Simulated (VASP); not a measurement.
Calculation: LDA (Ceperley-Alder, Perdew-Zunger), VASP's LDA PAW potentials (set 64) (plane waves; VASP).

VASP input:

**INCAR**
```
SYSTEM  =  Ru
PREC  =  Accurate; ENCUT  =  180; LREAL  =  .FALSE.
LASPH  =  .TRUE.
EDIFF  =  1E-04; NELM  =  100; ALGO  =  Normal
LMAXMIX  =  4
ISMEAR  =  -1; SIGMA  =  0.136
ISIF  =  2
LWAVE  =  .FALSE.; LCHARG  =  .FALSE.
```

KPOINTS:
```
Automatic mesh
0
G
 1 1 1
```

### POSCAR
```
Ru
17.632390
  0.1553998068   0.0000000000   0.0000000000
 -0.0776999034   0.1345802242   0.0000000000
  0.0000000000   0.0000000000   0.5000000000
Ru
4
direct
  0.0000000000   0.0000000000   0.0000000000
  0.0000000000   0.0000000000   0.5000000000
  0.3333330000   0.6666670000   0.2500000000
  0.6666670000   0.3333330000   0.7500000000
```

POTCAR, in this order: Ru_pv (LDA.64 set). Program: vasp_std.

Output

### OSZICAR
```
       N       E                     dE             d eps       ncg     rms          rms(c)
DAV:   1     0.312494899781E+03    0.31249E+03   -0.19409E+04    82   0.825E+02
DAV:   2    -0.164524497035E+02   -0.32895E+03   -0.32116E+03    75   0.327E+02
DAV:   3    -0.420126513710E+02   -0.25560E+02   -0.24502E+02    99   0.573E+01
DAV:   4    -0.425637141468E+02   -0.55106E+00   -0.55028E+00    92   0.713E+00
DAV:   5    -0.425713941905E+02   -0.76800E-02   -0.76787E-02    83   0.771E-01    0.341E+01
DAV:   6    -0.370424908780E+02    0.55289E+01   -0.18940E+01    82   0.237E+01    0.171E+01
DAV:   7    -0.558003023144E+02   -0.18758E+02   -0.23715E+02    90   0.383E+01    0.362E+01
DAV:   8    -0.361335858105E+02    0.19667E+02   -0.24207E+01    82   0.192E+01    0.110E+01
DAV:   9    -0.351958198349E+02    0.93777E+00   -0.11346E+00    74   0.508E+00    0.579E+00
DAV:  10    -0.349996209338E+02    0.19620E+00   -0.22247E-01    74   0.235E+00    0.465E+00
DAV:  11    -0.350715188397E+02   -0.71898E-01   -0.30422E+00    82   0.552E+00    0.614E+00
DAV:  12    -0.348949180725E+02    0.17660E+00   -0.19704E+00    74   0.334E+00    0.207E+00
DAV:  13    -0.349102331743E+02   -0.15315E-01   -0.20629E-02    90   0.696E-01    0.619E-01
DAV:  14    -0.349316272112E+02   -0.21394E-01   -0.18002E-01    66   0.389E-01    0.480E-01
DAV:  15    -0.349327054997E+02   -0.10783E-02   -0.18925E-02    65   0.167E-01    0.290E-01
DAV:  16    -0.349321917329E+02    0.51377E-03   -0.52291E-04    65   0.100E-01    0.135E-01
DAV:  17    -0.349321991841E+02   -0.74513E-05   -0.57880E-04    74   0.115E-01
   1 F= -.34932199E+02 E0= -.34553475E+02  d E =-.757447E+00
```

OUTCAR:
```
------------------------ aborting loop because EDIFF is reached ----------------------------------------
  FORCE on cell =-STRESS in cart. coord.  units (eV):
  Direction    XX          YY          ZZ          XY          YZ          ZX
  --------------------------------------------------------------------------------------
  Total     -110.4432223   -110.4432942    -79.7140009     -0.0000000      0.0000000      0.0000000
  in kB    -3086.8418224  -3086.8438305  -2227.9729497     -0.0000000      0.0000000      0.0000000
  external PRESSURE =   -2800.5528675 kB  Pullay stress =       0.0000000 kB
  volume of cell :       57.32
      direct lattice vectors                 reciprocal lattice vectors
     2.740070000  0.000000000  0.000000000     0.364954180  0.210706326  0.000000000
    -1.370035000  2.372971000  0.000000000     0.000000000  0.421412651  0.000000000
     0.000000000  0.000000000  8.816195000     0.000000000  0.000000000  0.113427618
 POSITION                                       TOTAL-FORCE (eV/Angst)
 -----------------------------------------------------------------------------------
      0.00000      0.00000      0.00000         0.000000      0.000000      0.000000
      0.00000      0.00000      4.40810         0.000000      0.000000      0.000000
     -0.00000      1.58198      2.20405        -0.000000     -0.000000      0.000000
      1.37004      0.79099      6.61215         0.000000      0.000000     -0.000000
 -----------------------------------------------------------------------------------
    total drift:                                0.000000      0.000000      0.000000
  FREE ENERGIE OF THE ION-ELECTRON SYSTEM (eV)
  ---------------------------------------------------
  free  energy   TOTEN  =       -34.9321991841 eV

  energy  without entropy=      -34.1747518027  energy(sigma->0) =      -34.55347549
```
(Selected blocks of OUTCAR.)

At this cut-off the stress carries a Pulay error, which pulls relaxed volumes low.

The structure was generated: Ru was put into an ordered model structure, which need not be its known phase. The cell was not relaxed at this level. The k-mesh is coarse (spacing up to 2.65 per Å, 2π included), so the numbers may not be converged in it. The run is one of a series of settings (EDIFF = 1E-04, ENCUT = 180, ISMEAR = -1, SIGMA = 0.136, KPOINTS 1×1×1 Γ-centred mesh against the base run), some of them coarse on purpose.
